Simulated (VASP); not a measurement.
Here is the system:

```
MnS
1.0
    5.10477     2.54212     2.54212
    2.54212     5.10477     2.54212
    2.54212     2.54212     5.10477
Mn S
2 2
Direct
  0.00000   0.00000   0.00000
  0.50000   0.50000   0.50000
  0.25000   0.25000   0.25000
  0.75000   0.75000   0.75000
```
Starting moments (μB, in the order of the record's atoms Mn Mn S S): 4.3 -4.3 0.0 0.0.

These are r2SCAN meta-GGA, VASP's PBE PAW potentials (set 64) (plane waves; VASP 6.6.1) values and carry that method's errors. Numerical set-up: 520 eV cut-off, 7×7×7 Γ-centred mesh, Gaussian smearing of 0.050 eV, potentials Mn_pv S.

Task: Predict the cell moment, energy per atom (σ→0), pressure.

Result: 
```yaml
cell_moment: 0.00 μB
energy per atom (σ→0): -12.493 eV/atom
pressure: 2.61 GPa
```

Task: Give the moment on each site (PAW-sphere projection).

Result: 
| site | moment (μB) |
|---|---|
| Mn1 | 4.32 |
| Mn2 | -4.32 |
| S3 | 0.00 |
| S4 | 0.00 |

The absolute energy has meaning only against runs of the same code, potentials and settings.

The compound is MnS in the rock salt, AFM-II order structure. This cell is one point of a volume scan, at 0.97 of the reference volume.
